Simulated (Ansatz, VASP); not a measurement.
## MoRu5 (Ru0.84Mo0.16, hexagonal close-packed) in two plane-wave programs

Aim: how closely do two programs agree when they are given the same cell, functional and k mesh? The cell is invented: As first built, before any earlier steps moved the atoms (in the runner's words): 3x3x2 conventional cells of the Ru type (36 atoms: 6 Mo, 30 Ru); Ru/Mo share their sites, the best of 600 random draws by like-pair counts in two shells; start lattice of Ru; atoms moved at random by 0.02 A. It may not be a known or stable phase. Of the first pair: The structure shown is the start of the Ansatz relaxation below; VASP solves that cell, so the two are compared at the walk's first step.

Calculated with Ansatz 0.2.0; plane waves, with VASP 6.6.1 beside it; single point at LDA.

## (1) Starting point

The cell holds 36 atoms: 6 Mo and 30 Ru. Cell: a = 8.117 Å, b = 8.117 Å, c = 8.564 Å, α = 90.0°, β = 90.0°, γ = 120.0°. It derives from Ru (Ru type, space group 194), repeated 3×3×2. As first built, before any earlier steps moved the atoms (in the runner's words): 3x3x2 conventional cells of the Ru type (36 atoms: 6 Mo, 30 Ru); Ru/Mo share their sites, the best of 600 random draws by like-pair counts in two shells; start lattice of Ru; atoms moved at random by 0.02 A.

## (2) Ansatz: relaxation, LDA

Ansatz runs on its default PAW (the set named soft_2) files.

The two programs are compared at the cell with which this relaxation starts, whose forces are those of its first step.

File input.yaml:

```yaml
crystal:
  lattice:
    - [8.1174, 0.0, 0.0]
    - [-4.0587, 7.02987, 0.0]
    - [0.0, 0.0, 8.5638]
  atoms:
    - { symbol: Mo, position: [0.22229, 0.77735, 0.8759] }
    - { symbol: Mo, position: [0.4439, 0.22042, 0.12474] }
    - { symbol: Mo, position: [0.55697, 0.44615, 0.87094] }
    - { symbol: Mo, position: [0.77604, 0.55525, 0.12342] }
    - { symbol: Mo, position: [0.8913, 0.44517, 0.37189] }
    - { symbol: Mo, position: [0.8896, 0.77456, 0.37521] }
    - { symbol: Ru, position: [0.11223, 0.22376, 0.12361] }
    - { symbol: Ru, position: [0.22103, 0.11181, 0.37301] }
    - { symbol: Ru, position: [0.10996, 0.22366, 0.6201] }
    - { symbol: Ru, position: [0.22333, 0.10804, 0.87697] }
    - { symbol: Ru, position: [0.10952, 0.55399, 0.12118] }
    - { symbol: Ru, position: [0.22154, 0.43938, 0.37262] }
    - { symbol: Ru, position: [0.10584, 0.5487, 0.6264] }
    - { symbol: Ru, position: [0.22498, 0.445, 0.87341] }
    - { symbol: Ru, position: [0.11513, 0.88908, 0.12531] }
    - { symbol: Ru, position: [0.22193, 0.77619, 0.37508] }
    - { symbol: Ru, position: [0.10634, 0.88897, 0.62215] }
    - { symbol: Ru, position: [0.55821, 0.11118, 0.376] }
    - { symbol: Ru, position: [0.44397, 0.22441, 0.62492] }
    - { symbol: Ru, position: [0.55553, 0.11216, 0.87302] }
    - { symbol: Ru, position: [0.44694, 0.5519, 0.12502] }
    - { symbol: Ru, position: [0.55904, 0.44837, 0.3721] }
    - { symbol: Ru, position: [0.43944, 0.55376, 0.62727] }
    - { symbol: Ru, position: [0.44345, 0.88901, 0.12427] }
    - { symbol: Ru, position: [0.55493, 0.7766, 0.37665] }
    - { symbol: Ru, position: [0.44548, 0.89489, 0.62237] }
    - { symbol: Ru, position: [0.55553, 0.77815, 0.87432] }
    - { symbol: Ru, position: [0.77815, 0.22665, 0.12229] }
    - { symbol: Ru, position: [0.88324, 0.11471, 0.37406] }
    - { symbol: Ru, position: [0.78133, 0.22548, 0.62775] }
    - { symbol: Ru, position: [0.88581, 0.10719, 0.87485] }
    - { symbol: Ru, position: [0.78223, 0.55969, 0.6201] }
    - { symbol: Ru, position: [0.89335, 0.44979, 0.87995] }
    - { symbol: Ru, position: [0.78208, 0.88732, 0.12258] }
    - { symbol: Ru, position: [0.77828, 0.88985, 0.6242] }
    - { symbol: Ru, position: [0.88858, 0.77942, 0.87478] }
kpoints:
  mp_grid: { grid: [3, 3, 3] }
hamiltonian:
  xc: lda
scf:
  occupations: { method: methfessel_paxton, width: 0.15 }
output:
  forces: true
  stress: true
relax:
  f_tol: 0.02
  max_steps: 45
  cell: { stress_tol: 0.1 }
```

On the command line:

```
$ ansatz run input.yaml --threads 8 --pin off --max-ram 15360MiB --backend cpu --events-out ev --progress --plain --runs-dir out
```

Numbers of over 12 decimals in the logs are rounded to 6 here.

The program printed:

```text
The last accepted step is kept in <dir> (removed where the run ends without a failure and the disk answers)
Engine: ansatz 0.2.0, aarch64-unknown-linux-gnu
Pseudopotentials: kind: paw
Pseudopotential: Mo, paw, valence charge 14, recommended cutoff 420 eV (normal), Mo.paw.azcp
Pseudopotential: Ru, paw, valence charge 16, recommended cutoff 420 eV (normal), Ru.paw.azcp
Functional definition: SPW92
  exchange = slater_x
  correlation = pw_c
Crystal: 36 atoms, lattice volume = 488.687 Å³
Basis set: ecut = 420 eV, 9563 PW (Γ)
Bands: 339, of which v1, the nominal top of the filled ones, is band 282 counted from 1 (281 counted from 0)
Symmetry: 1 space group operations
Space group: P1 (ITA 1), of the structure as read, at distance tolerance 7.9e-5 Å
k-points: 14 of 27 (time reversal used)
Non-local potential: Mo, projectors of the file, l = 0: 3, l = 1: 2, l = 2: 2, l = 3: 1
Non-local potential: Ru, projectors of the file, l = 0: 3, l = 1: 2, l = 2: 2, l = 3: 1
PAW form: soft (Blöchl's): semilocal exchange-correlation on the pseudo side does not see the compensation charge
PAW frozen core: Mo, regenerated for the run's functional, and the local potential with it (the file was generated under x = pbe(κ = 0.804, μ = 0.219515), c = pbe(β = 0.066725))
PAW frozen core: Ru, regenerated for the run's functional, and the local potential with it (the file was generated under x = pbe(κ = 0.804, μ = 0.219515), c = pbe(β = 0.066725))
PAW one-centre angular grid: Mo, 590 points (default); XC on 64 Gauss nodes
PAW one-centre angular grid: Ru, 590 points (default); XC on 64 Gauss nodes
Initial density: superposition of atomic densities (neutral atoms: chi_scale 0, normalization atom), corrected by the library's trained network
Initial wavefunctions: pseudopotential atomic-orbital guess
Functional: x = slater, c = lda
SCF iter   1: F=—  HF=-201805.999975 eV  |F-HF|=—  |Δ(HF+E_count)|=         —  Δρ=1.55e-2  dr2=1.85e0  ethr=1.77e-3  ⟨swp⟩=5.0  Hψ=14292  notcnv=0
preconditioner: auto → Kerker (q_TF=auto, 2.794 Å⁻¹)  [metal: Δε(μ)=0.011 eV  Ē_g=4.851 eV  σ=0.150 eV  W_gap=0.06  n_scr=198 (ndim 8)  ℏωp=27.9 eV  f_vac=0.000  D(μ)=26.10/eV (n_scr^D=242)]
SCF iter   2: F=—  HF=-201805.888202 eV  |F-HF|=—  |Δ(HF+E_count)|=   1.12e-1  S|Δr|=    0.00e0  Δρ=7.61e-3  dr2=4.94e-1  ethr=3.28e-4  ⟨swp⟩=1.0  Hψ=5460  notcnv=0
SCF iter   3: F=—  HF=-201805.851449 eV  |F-HF|=—  |Δ(HF+E_count)|=   3.68e-2  S|Δr|=    0.00e0  Δρ=9.47e-4  dr2=1.02e-2  ethr=8.76e-5  ⟨swp⟩=2.0  Hψ=5041  notcnv=0
SCF iter   4: F=—  HF=-201805.850474 eV  |F-HF|=—  |Δ(HF+E_count)|=   9.76e-4  S|Δr|=    0.00e0  Δρ=1.66e-4  dr2=6.12e-4  ethr=1.82e-6  ⟨swp⟩=2.4  Hψ=7999  notcnv=0
SCF iter   5: F=—  HF=-201805.850435 eV  |F-HF|=—  |Δ(HF+E_count)|=   3.88e-5  S|Δr|=    0.00e0  Δρ=5.95e-5  dr2=7.25e-5  ethr=1.09e-7  ⟨swp⟩=1.7  Hψ=4910  notcnv=0
SCF iter   6: F=—  HF=-201805.851296 eV  |F-HF|=—  |Δ(HF+E_count)|=   8.61e-4  S|Δr|=    0.00e0  Δρ=1.73e-5  dr2=3.23e-6  ethr=1.29e-8  ⟨swp⟩=2.0  Hψ=6656  notcnv=0
SCF iter   7: F=—  HF=-201805.851296 eV  |F-HF|=—  |Δ(HF+E_count)|=   9.33e-8  S|Δr|=    0.00e0  Δρ=3.90e-6  dr2=2.13e-7  ethr=5.73e-10  ⟨swp⟩=2.7  Hψ=7734  notcnv=0
SCF iter   8: F=-201805.851296 eV  HF=-201805.851296 eV  |F-HF|=3.99e-9  |Δ(HF+E_count)|=   2.42e-8  S|Δr|=    0.00e0  Δρ=9.03e-7  dr2=5.53e-9  ethr=1.77e-11  ⟨swp⟩=3.0  Hψ=12718  notcnv=0
SCF 1 converged in 8 iterations: F = -201805.851296 eV  dr2 = 5.53e-9
  greatest PAW one-centre occupation: 0.999 electrons in one spin orbital (limit 2), on the Mo atom at site 3 (counted from 0), in its partial waves of l = 0
relax step   1: F+E_penalty+E_count = -201805.85129588 eV  Δ(F+E_penalty+E_count) = +0.000e0 eV  max|allowed force component| = 1.179e0 eV/Å  Δτ_max = 0.0000 Å  P = -3.858 GPa  Ω = 488.687 Å³  (8 SCF iters, dr2 threshold 1.00e-7 eV, accepted)
Crystal: 36 atoms, lattice volume = 473.249 Å³
Basis set: ecut = 420 eV, 9309 PW (Γ)
Initial density: handed on by an earlier stage of this run
Initial wavefunctions: those handed on with the density
iter 1 solved again at ethr=3.39e-4 eV; its pass at ethr=3.10e-3 eV (dr2=1.91e0 eV) is discarded
SCF iter   1: F=—  HF=-201806.343024 eV  |F-HF|=—  |Δ(HF+E_count)|=         —  Δρ=1.38e-2  dr2=1.91e0  ethr=3.39e-4  ⟨swp⟩=1.0  Hψ=21327  notcnv=0
preconditioner: auto → Kerker (q_TF=auto, 2.809 Å⁻¹)  [metal: Δε(μ)=0.007 eV  Ē_g=5.080 eV  σ=0.150 eV  W_gap=0.04  n_scr=162 (ndim 8)  ℏωp=28.4 eV  f_vac=0.000  D(μ)=29.34/eV (n_scr^D=324)]
SCF iter   2: F=—  HF=-201806.222455 eV  |F-HF|=—  |Δ(HF+E_count)|=   1.21e-1  S|Δr|=    0.00e0  Δρ=7.74e-3  dr2=6.73e-1  ethr=3.39e-4  ⟨swp⟩=1.0  Hψ=4746  notcnv=0
SCF iter   3: F=—  HF=-201806.157560 eV  |F-HF|=—  |Δ(HF+E_count)|=   6.49e-2  S|Δr|=    0.00e0  Δρ=9.50e-4  dr2=1.07e-2  ethr=1.19e-4  ⟨swp⟩=1.1  Hψ=4750  notcnv=0
[...]
Initial wavefunctions: pseudopotential atomic-orbital guess (no wavefunctions were taken with the density)
iter 1 solved again at ethr=7.71e-8 eV; its pass at ethr=3.10e-3 eV (dr2=4.35e-4 eV) is discarded
SCF iter   1: F=—  HF=-201806.504609 eV  |F-HF|=—  |Δ(HF+E_count)|=         —  Δρ=9.70e-6  dr2=3.59e-7  ethr=7.71e-8  ⟨swp⟩=3.1  Hψ=27877  notcnv=0
[...]
SCF converged after 4 iterations
Stability not checked: this state was not tested for a lower state beside it, because cold or Methfessel-Paxton smearing, or corrected tetrahedra, fill the levels in a way that the test cannot read (fill_not_monotonic; see scf.lower_state_search)
Free energy (F): -201806.505501 eV
Harris-Foulkes:  -201806.505501 eV  (|F-HF|=9.90e-10)
Internal energy: -201806.497131 eV  (E = F + TS)
E sigma→0 (E₀):  -201806.503409 eV
Entropy (-TS):   -0.008370 eV (-0.233 meV/atom)
Fermi energy:    23.636943 eV
--- Per-component energies (eV) ---
  E_band       = -1567.524037
  E_kinetic    = 18137.628406
  E_local      = -41936.747411  (includes V_loc(G=0)·N_el)
  E_nonlocal   = 11339.828022
  E_hartree    = 13546.310428
  E_xc         = -6804.782117
  E_vxc        = -8570.709049  (∫ρ·V_xc dr)
  E_paw        = -118778.644824  (= ΣΔE_a)
  E_vpaw       = -7630.137401  (= ΣTr[D̂ρ^β])
  E_aug_tail   = -0.007247  (compensation charges beyond the density's cutoff)
  E_ewald      = -77330.069834
  E_core_change = 19.987446  (= ΣΔE_core)
  E_smearing   = -0.008370  (= −TS)
  E_closure    = -0.000000  (closes the sum)
  Σ components = -201806.505501   (vs F -201806.505501, Δ=0.00e0)
--- Forces (eV/Å), atoms counted from 1 ---
  atom   1  Mo    -0.00531580    -0.00230149    -0.00118278
  atom   2  Mo     0.00312483     0.00782399    -0.00092420
  atom   3  Mo     0.00029064    -0.00082658     0.00204982
  atom   4  Mo     0.00615087     0.00361720    -0.00081600
  atom   5  Mo     0.00316486    -0.00328463    -0.00029860
  atom   6  Mo    -0.00036933    -0.00286913     0.00122794
  atom   7  Ru    -0.00450303     0.00155906    -0.00044927
  atom   8  Ru    -0.00052533    -0.00452713     0.00165760
  atom   9  Ru     0.00062906    -0.00051918     0.00315083
  atom  10  Ru    -0.00329619    -0.00167962     0.00146251
  atom  11  Ru     0.00006796     0.00163431     0.00217438
  atom  12  Ru    -0.00311706     0.00087547     0.00416939
  atom  13  Ru     0.00179035     0.00288361    -0.00505431
  atom  14  Ru     0.00029665     0.00123879     0.00039806
  atom  15  Ru     0.00279596     0.00504924    -0.00032474
  atom  16  Ru    -0.00148991     0.00027974    -0.00316520
  atom  17  Ru     0.00009670     0.00573848    -0.00007465
  atom  18  Ru     0.00108519    -0.00217122     0.00159188
  atom  19  Ru    -0.00314568     0.00031623     0.00005330
  atom  20  Ru     0.00242970    -0.00357335     0.00440770
  atom  21  Ru     0.00341397     0.00082549    -0.00441907
  atom  22  Ru     0.00028439    -0.00168711     0.00029258
  atom  23  Ru     0.00160508    -0.00207997     0.00386911
  atom  24  Ru    -0.00098018     0.00171408     0.00301446
[...]
atom  29  Ru     0.00418611    -0.00417606    -0.00539529
  atom  30  Ru    -0.00040810     0.00170796    -0.00540588
  atom  31  Ru     0.00204932     0.00097810    -0.00338987
  atom  32  Ru    -0.00216804     0.00046471    -0.00135338
  atom  33  Ru    -0.00384309    -0.00335756     0.00309494
  atom  34  Ru    -0.00982582     0.00333458    -0.00461401
  atom  35  Ru    -0.00050876    -0.00000887    -0.00017942
  atom  36  Ru     0.00076432    -0.00287775     0.00164577
  max |Σ_I F_I| component: 4.02e-6 eV/Å
--- Stress (GPa, compression-positive) ---
        0.011578       0.001677       0.004038
        0.001677       0.005699      -0.006236
        0.004038      -0.006236      -0.011489
  P = ⅓ Tr σ = 0.0019 GPa (0.019 kbar)
--- Relaxed structure (5 steps of the walk, 5 accepted, 1 SCFs on fresh bases) ---
  F+E_penalty+E_count = -201806.50550133 eV   max|allowed force component| = 9.826e-3 eV/Å   (the final SCF, on the basis selected at the relaxed cell)
  cell:  # Å, volume = 482.5088 Å³
    - [8.081025, 0.00252287, -0.00299858]
    - [-4.038328, 6.988708, 0.000249698]
    - [-0.00316348, -0.00152225, 8.542079]
  atoms:
    - { symbol: Mo, position: [0.223357, 0.779175, 0.874518] }
    - { symbol: Mo, position: [0.440450, 0.215668, 0.128071] }
    - { symbol: Mo, position: [0.553286, 0.444791, 0.868148] }
    - { symbol: Mo, position: [0.780995, 0.559032, 0.119315] }
    - { symbol: Mo, position: [0.889316, 0.440178, 0.377126] }
    - { symbol: Mo, position: [0.889608, 0.783000, 0.377400] }
    - { symbol: Ru, position: [0.110907, 0.223121, 0.124031] }
    - { symbol: Ru, position: [0.223338, 0.114042, 0.375586] }
    - { symbol: Ru, position: [0.111547, 0.223601, 0.624166] }
    - { symbol: Ru, position: [0.221829, 0.113556, 0.872632] }
    - { symbol: Ru, position: [0.111298, 0.555832, 0.124219] }
    - { symbol: Ru, position: [0.224519, 0.442872, 0.373746] }
    - { symbol: Ru, position: [0.111565, 0.556695, 0.623137] }
    - { symbol: Ru, position: [0.221931, 0.442486, 0.874261] }
    - { symbol: Ru, position: [0.110656, 0.887496, 0.123213] }
    - { symbol: Ru, position: [0.222716, 0.778565, 0.373989] }
    - { symbol: Ru, position: [0.111856, 0.888031, 0.623570] }
    - { symbol: Ru, position: [0.555644, 0.111084, 0.375862] }
    - { symbol: Ru, position: [0.443726, 0.219410, 0.622856] }
    - { symbol: Ru, position: [0.557452, 0.113400, 0.873583] }
    - { symbol: Ru, position: [0.444099, 0.556454, 0.125188] }
    - { symbol: Ru, position: [0.554688, 0.444755, 0.376631] }
    - { symbol: Ru, position: [0.443016, 0.557755, 0.623557] }
    - { symbol: Ru, position: [0.444651, 0.887302, 0.125702] }
    - { symbol: Ru, position: [0.555730, 0.776457, 0.374595] }
    - { symbol: Ru, position: [0.444227, 0.888568, 0.623537] }
    - { symbol: Ru, position: [0.557359, 0.777733, 0.874950] }
    - { symbol: Ru, position: [0.777469, 0.221466, 0.122775] }
    - { symbol: Ru, position: [0.890364, 0.112246, 0.373243] }
    - { symbol: Ru, position: [0.777176, 0.221536, 0.625805] }
    - { symbol: Ru, position: [0.891570, 0.112968, 0.873715] }
    - { symbol: Ru, position: [0.778545, 0.556023, 0.625378] }
    - { symbol: Ru, position: [0.889973, 0.443217, 0.872964] }
    - { symbol: Ru, position: [0.776879, 0.889214, 0.122797] }
    - { symbol: Ru, position: [0.775799, 0.888926, 0.625866] }
    - { symbol: Ru, position: [0.889959, 0.781356, 0.872308] }
```

In the SCF lines HF is the Harris–Foulkes energy and dr2 the Hartree energy of the density residual, in eV; the loop may stop once dr2 is under the threshold and the program's other checks hold. Hψ counts applications of the Hamiltonian.

[end of part 1 of 2]

[Lines on the potential files, build, host, timing and source positions are cut from VASP's logs without a mark.]

[Logs are printed without paths, hosts, clocks, repeated set-up lines and the standing remarks that a program may print on its own settings, such as how far it seeks lower states.]

[Hosts, paths, dates, database ids (printed as entryN), source tags and the programs' standing remarks are cut or masked in the printed files.]
